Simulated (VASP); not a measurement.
Computed with PBEsol GGA, VASP's PBE PAW potentials (set 64) (plane waves; VASP).

VASP ran on this input.

**POSCAR**
```
TaSi
1
    3.0028343319    -0.0000001496    -0.0000000000
   -1.5014169340     2.6005308013     0.0000000000
    0.0000000000     0.0000000000     7.9954098932
Ta Si
2 2
Direct
  0.0000000000   0.0000000000   0.0000000000
  0.0000000000   0.0000000000   0.5000000000
  0.3333330000   0.6666670000   0.2500000000
  0.6666670000   0.3333330000   0.7500000000
```

### KPOINTS
```
Automatic mesh
0
Gamma
13 13 5
0 0 0
```

INCAR:
```
SYSTEM  =  TaSi
PREC  =  Accurate; ENCUT  =  400; LREAL  =  .FALSE.
LASPH  =  .TRUE.
EDIFF  =  1E-7; NELM  =  100; ALGO  =  Normal
LMAXMIX  =  6
ISMEAR  =  -5
GGA  =  PS
ISIF  =  2
LWAVE  =  .FALSE.; LCHARG  =  .TRUE.; LORBIT  =  11
NEDOS  =  601
LEFG  =  .TRUE.
```

POTCAR, in this order: Ta_pv Si (PBE.64 set). Program: vasp_std.

Unless said otherwise, spin-orbit coupling is left out, though it shifts the bands of the heavy elements here.

Question: Predict the energy per atom (σ→0), band gap (on the k-mesh).

Answer: 
```yaml
energy per atom (σ→0): -9.490 eV/atom
band gap (on the k-mesh): none (metal, semimetal or under 0.01 eV)
```

### OSZICAR
```
...
DAV:   8    -0.379611238236E+02    0.92942E-02   -0.32962E-02  3090   0.114E+00    0.327E-01
DAV:   9    -0.379596748442E+02    0.14490E-02   -0.33856E-03  2779   0.497E-01    0.141E-01
DAV:  10    -0.379595817242E+02    0.93120E-04   -0.23648E-04  3121   0.118E-01    0.559E-02
DAV:  11    -0.379595805922E+02    0.11320E-05   -0.17138E-05  2885   0.286E-02    0.209E-02
DAV:  12    -0.379595810745E+02   -0.48233E-06   -0.21693E-06  2978   0.989E-03    0.257E-03
DAV:  13    -0.379595807509E+02    0.32367E-06   -0.11680E-07  1671   0.304E-03    0.119E-03
DAV:  14    -0.379595806570E+02    0.93866E-07   -0.29725E-08  1584   0.114E-03
   1 F= -.37959581E+02 E0= -.37959581E+02  d E =0.000000E+00
```

The structure was generated: TaSi was put into the NiAs type (P6_3/mmc), which need not be its known phase. It was relaxed first, which changed the volume by -28 %.
